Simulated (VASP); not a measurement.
```
WC
1.0
    1.46242    -2.53299     0.00000
    1.46242     2.53299     0.00000
    0.00000     0.00000     2.84838
W C
1 1
Cartesian
  0.00000   0.00000   0.00000
  1.46242   0.84433   1.42419
```

The numbers are results of PBE GGA, VASP's PBE PAW potentials (set 64) (plane waves; VASP), not measurements. Numerical set-up: 600 eV cut-off, 14×14×12 Γ-centred mesh, first-order Methfessel-Paxton smearing of 0.10 eV, potentials W_sv C.

Energy and stress use the plane-wave basis of the starting cell.

Question: The ions, cell shape and volume at an external pressure of 15.0 GPa are relaxed. Give the cell that the relaxation ends in.

Answer: 
```
WC
1.0
    1.44299    -2.49933     0.00000
    1.44299     2.49933     0.00000
    0.00000     0.00000     2.82184
W C
1 1
Direct
  0.00000   0.00000   0.00000
  0.33333   0.66667   0.50000
```
Space group P-6m2 (187), at a tolerance of 0.03 Å.

Question: How do energy and volume change from the first to the last step?

Answer: The energy (σ→0) changes by +17.0 meV/atom and the volume by -3.5 %, in 9 ionic steps.

| step | E(σ→0) (eV) | max force (eV/Å) | pressure (GPa) | volume (Å³) |
|---|---|---|---|---|
| 1 | -22.4502 | 0.000 | 0.09 | 21.10 |
| 2 | -21.8493 | 0.000 | 76.31 | 18.24 |
| 3 | -22.4194 | 0.000 | 14.30 | 20.39 |
| 4 | -22.4167 | 0.000 | 14.94 | 20.36 |
| 5 | -22.4153 | 0.000 | 15.26 | 20.35 |
| 6 | -22.4141 | 0.000 | 15.25 | 20.34 |
| 7 | -22.4151 | 0.000 | 15.25 | 20.34 |
| 8 | -22.4185 | 0.000 | 14.45 | 20.38 |
| 9 | -22.4162 | 0.000 | 15.01 | 20.35 |

The compound is WC in the wc structure. This run relaxes it under an external pressure of 15 GPa. Symmetry was kept, so distortions that lower it aren't found.
